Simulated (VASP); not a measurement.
These are PBE GGA, VASP's PBE PAW potentials (set 64) (plane waves; VASP) values and carry that method's errors.

VASP input:

File KPOINTS:
```
Regular mesh
0
gamma
  1 1 1
0 0 0
```

### INCAR
```
ALGO  =  Normal
SYSTEM  =  Y2Si
LREAL  =  .False.   ! projection in real space or not
SIGMA  =  0.1
GGA  =  PE   ! PBE
PREC  =  Accurate
LASPH  =  .True.   ! aspherical one-centre terms
ISMEAR  =  -1
LWAVE  =  .False.
ENCUT  =  300
LMAXMIX  =  4   ! l cut-off of mixed one-centre charges
LCHARG  =  .False.
EDIFF  =  1E-6
ISIF  =  2
NELM  =  100   ! most electronic steps
```

**POSCAR**
```
Y2Si
1
    5.0129180000     0.0000000000     0.0000000000
    0.0000000000     5.0129180000     0.0000000000
    0.0000000000     0.0000000000     7.6489410000
Y Si
4 2
Direct
  0.0000000000   0.0000000000   0.0000000000
  0.5000000000   0.5000000000   0.0000000000
  0.5000000000   0.0000000000   0.2700000000
  0.0000000000   0.5000000000   0.7300000000
  0.5000000000   0.0000000000   0.7000000000
  0.0000000000   0.5000000000   0.3000000000
```

POTCAR, in this order: Y_sv Si (PBE.64 set). Program: vasp_std.

What will the output report for the number of irreducible k-points (NKPTS), largest plane-wave count, number of space-group operations, FFT grid (NGX, NGY, NGZ)?

| Property | Value |
|---|---|
| number of irreducible k-points (NKPTS) | 1 |
| largest plane-wave count | 2237 |
| number of space-group operations | 16 |
| FFT grid (NGX, NGY, NGZ) | 28 × 28 × 48 |

The structure was generated: Y2Si was put into an ordered model structure, which need not be its known phase. The cell was not relaxed at this level. The k-mesh is coarse (spacing up to 1.25 per Å, 2π included), so the numbers may not be converged in it. The run is one of a series of settings (KPOINTS 1×1×1 Γ-centred mesh against the base run), some of them coarse on purpose.
